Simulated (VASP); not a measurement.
Energy against volume of BN (zinc blende). Level of theory: SCAN meta-GGA, VASP's PBE PAW potentials (set 64) (plane waves; VASP).

```tsv
V (Å³/atom)	E (eV/atom)
5.511	-9.74176
5.687	-9.76412
5.863	-9.77149
6.039	-9.76583
6.215	-9.74879
```

**Question.** Fit a third-order Birch-Murnaghan equation of state.

**Answer.** 
```yaml
volume_per_atom: 5.87 Å^3/atom
bulk_modulus: 394 GPa
pressure_derivative_of_the_bulk_modulus: 3.60
lattice_constant_a: 3.608 Å
```

Measured: bulk modulus 410 GPa at 0 K (computed value off by -4.0 %), as given by Daniel Mejia-Rodriguez et al., Physical Review B (2018), arXiv:1807.09216 [0 K value with the zero-point phonon effect removed]; a 3.593 Å at 0 K (computed value off by +0.4 %), as given by Tamar Goldzak et al., The Journal of Chemical Physics (2022), arXiv:2208.04865 [corrected for zero-point motion].

The compound is BN in the zinc blende structure. It was relaxed first.
